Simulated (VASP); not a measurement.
Calculation: r2SCAN meta-GGA, VASP's PBE PAW potentials (set 64) (plane waves; VASP).

VASP input:

**KPOINTS**
```
Automatic mesh
0
Gamma
5 3 1
0 0 0
```

POSCAR:
```
Cs(211) slab
1.0
  5.4278704221   0.0000000000   0.0000000000
  0.0000000000   8.8636754976   0.0000000000
  0.0000000000   0.0000000000  25.6469349791
Cs
4
Cart
  2.7131152666   6.6477566232   8.9844355622
  4.5244447357   2.2159188744  11.5428793073
  0.9034256864   6.6477566232  14.1040556718
  2.7147551555   2.2159188744  16.6624994169
```

### INCAR
```
SYSTEM = Cs(211) slab
PREC = Normal; ENCUT = 400; LREAL = .FALSE.
LASPH = .TRUE.
EDIFF = 1E-5; NELM = 100; NELMIN = 4
ALGO = Normal; LMAXMIX = 4; LMIXTAU = .TRUE.
ISMEAR = 1; SIGMA = 0.1
METAGGA = R2SCAN
IBRION = 2; NSW = 120; ISIF = 2
EDIFFG = -0.03
LWAVE = .TRUE.; LCHARG = .FALSE.
DIPOL = 0.5 0.5 0.5
LDIPOL = .TRUE.; IDIPOL = 3
```

POTCAR, in this order: Cs_sv (PBE.64 set). Program: vasp_std.

### Question
What will the output report for the number of irreducible k-points (NKPTS), largest plane-wave count, number of space-group operations, FFT grid (NGX, NGY, NGZ)?

### Answer

```
Property                                       Result
--------------------------------------  -------------
number of irreducible k-points (NKPTS)              6
largest plane-wave count                        22482
number of space-group operations                    4
FFT grid (NGX, NGY, NGZ)                28 × 48 × 126
```

The cell is a thin slab with vacuum, built from Cs (bcc): (211) face.
